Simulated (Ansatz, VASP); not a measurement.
LiY3 in VASP and in Ansatz

Contents of INCAR:

```
SYSTEM = LiY3
PREC = Accurate ; ENCUT = 520
EDIFF = 1E-7 ; ISMEAR = -1
SIGMA = 0.05 ; LREAL = .False.
LASPH = .True. ; NELM = 80
ALGO = Normal ; ISIF = 2
LWAVE = .False. ; LCHARG = .False.
GGA = PE ; NBANDS = 26
```

File KPOINTS:

```
Automatic mesh
0
Gamma
  6 6 6
  0 0 0
```

Contents of POSCAR:

```
LiY3
1.0
    4.9197070000      0.0000000000      0.0000000000
    0.0000000000      4.9197070000      0.0000000000
    0.0000000000      0.0000000000      4.9197070000
Y Li
3 1
Direct
    0.0003470000      0.4935700000      0.4994560000
    0.4956100000      0.0003730000      0.4885420000
    0.5000620000      0.5052930000     -0.0001940000
   -0.0000720000      0.0102060000      0.0049420000
```

input.yaml

```yaml
crystal:
  lattice:
    - [4.919707, 0.0, 0.0]
    - [0.0, 4.919707, 0.0]
    - [0.0, 0.0, 4.919707]
  atoms:
    - { symbol: "Y", position: [0.000347, 0.49357, 0.499456] }
    - { symbol: "Y", position: [0.49561, 0.000373, 0.488542] }
    - { symbol: "Y", position: [0.500062, 0.505293, -0.000194] }
    - { symbol: Li, position: [-7.2e-05, 0.010206, 0.004942] }
hamiltonian:
  xc: pbe
  pseudopotentials: { kind: paw }
kpoints:
  mp_grid: { grid: [6, 6, 6] }
scf:
  occupations: { method: fermi_dirac, width: 0.05 }
output:
  forces: true
  stress: true
  eigenvalues: true
  write_density: true
  write_potential: true
  elf: true
  volumetric_format: npy
```

Change from the starting cell: atoms moved at random, drawn with an rms of 0.05 Å.

Alike in both runs: task single point; functional PBE; k mesh 6 × 6 × 6; occupations fermi-dirac, width 0.05 eV; no spin polarisation.

|  | VASP | Ansatz |
| --- | --- | --- |
| version | VASP 6.6.1 | Ansatz 0.2.0 |
| potentials or method | VASP PAW PBE potentials, release 64 (Y_sv, Li_sv) | Ansatz PAW |
| plane-wave cutoff (eV) | 520 | 420 |
| valence electrons in the cell | 36 | 36 |

```tsv
	VASP	Ansatz	Ansatz less VASP
gap on the k mesh at the Fermi level (eV)	none	none	-
rms of the force components (eV/Å)	0.080	0.080	0.0000
```

Atom by atom the forces differ by 0.000 eV/Å (rms over components). A gap of «none» marks a metal or a gap that the smearing closes. The functional is the same, so the differences come from potentials, cutoffs and numerics.
